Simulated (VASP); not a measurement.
An input for Quantum ESPRESSO's pw.x (written as the equivalent of a VASP run, and not itself run):

```
&CONTROL
  calculation = 'scf'
  pseudo_dir = './pseudo'
  outdir = './out'
  tprnfor = .true.
  tstress = .true.
/
&SYSTEM
  ibrav = 0
  nat = 2
  ntyp = 2
  ecutwfc = 84
  occupations = 'smearing'
  smearing = 'methfessel-paxton'
  degauss = 0.00735
  input_dft = 'vdw-df-obk8'
/
&ELECTRONS
  conv_thr = 7.3e-09
  electron_maxstep = 100
/
ATOMIC_SPECIES
  Nb 92.906 Nb.upf
  N 14.007 N.upf
CELL_PARAMETERS angstrom
     0.0000000    2.1668826    2.1668826
     2.1668826    0.0000000    2.1668826
     2.1668826    2.1668826    0.0000000
ATOMIC_POSITIONS crystal
  Nb   0.0000000  0.0000000  0.0000000
  N    0.5000000  0.5000000  0.5000000
K_POINTS automatic
  14 14 14 0 0 0
```

**Question.** Write the VASP files for the same calculation (optB88-vdW).

**Answer.** One answer among several that fit: 
File KPOINTS:
```
Automatic mesh
0
Gamma
14 14 14
0 0 0
```

### INCAR
```
SYSTEM  =  NbN
PREC  =  Accurate; ENCUT  =  520; LREAL  =  .FALSE.
LASPH  =  .TRUE.
EDIFF  =  1E-7; NELM  =  100; ALGO  =  Normal
LMAXMIX  =  4
ISMEAR  =  1; SIGMA  =  0.1
GGA  =  BO; LUSE_VDW  =  .TRUE.; AGGAC  =  0.0
PARAM1  =  0.1833333333; PARAM2  =  0.22
ISIF  =  2
LWAVE  =  .FALSE.; LCHARG  =  .FALSE.
```

**POSCAR**
```
NbN
1
    0.0000000000     2.1668826115     2.1668826115
    2.1668826115     0.0000000000     2.1668826115
    2.1668826115     2.1668826115     0.0000000000
Nb N
1 1
Direct
  0.0000000000   0.0000000000   0.0000000000
  0.5000000000   0.5000000000   0.5000000000
```

POTCAR, in this order: Nb_sv N (PBE.64 set). Program: vasp_std.

Limits of the translation: the potentials are each code's own (VASP's PAW set, PseudoDojo norm-conserving files in pw.x), so ENCUT and ecutwfc are chosen apart and not converted; conv_thr bounds pw.x's estimated SCF error, while EDIFF bounds the energy change between steps.

The compound is NbN in the rock salt structure, the cubic δ form, which competes with hexagonal ones. This cell is one point of a volume scan, at 0.94 of the reference volume.
